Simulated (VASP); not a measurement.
A convergence study with VASP on InP (zinc blende): one setting is varied, all else stays as given below, so the limit is that of these other settings. Each run relaxes cell and ions from the cell shown.

```yaml
crystal:
  lattice:
    - [0.00000, 2.93500, 2.93500]
    - [2.93500, 0.00000, 2.93500]
    - [2.93500, 2.93500, 0.00000]
  atoms:
    - { symbol: In, position: [0.00000, 0.00000, 0.00000] }
    - { symbol: P, position: [0.25000, 0.25000, 0.25000] }
```

Level of theory: PBEsol GGA, VASP's PBE PAW potentials (set 64) (plane waves; VASP). The tightest run used: 550 eV cut-off, 12×12×12 Γ-centred mesh, Gaussian smearing of 0.050 eV, potentials In_d P.

```tsv
setting	relaxed volume (Å³/atom)	E (eV/atom)	irreducible k-points
2×2×2 mesh	28.970	-3.6687	3
3×3×3 mesh	25.704	-4.3704	4
4×4×4 mesh	25.458	-4.5196	8
```

Q: These are the cheaper rows. Estimate the results at 12×12×12 mesh, and how far the last row shown lies from them.

A: 
| quantity | tightest run | last row shown is off by |
|---|---|---|
| relaxed volume (Å³/atom) | 25.390 | 0.068 |
| E (eV/atom) | -4.5786 | 0.0590 |

Left out are rungs that failed or repeat a setting and relaxations that didn't move; long series are thinned to 24 rows.

The compound is InP in the zinc blende structure.
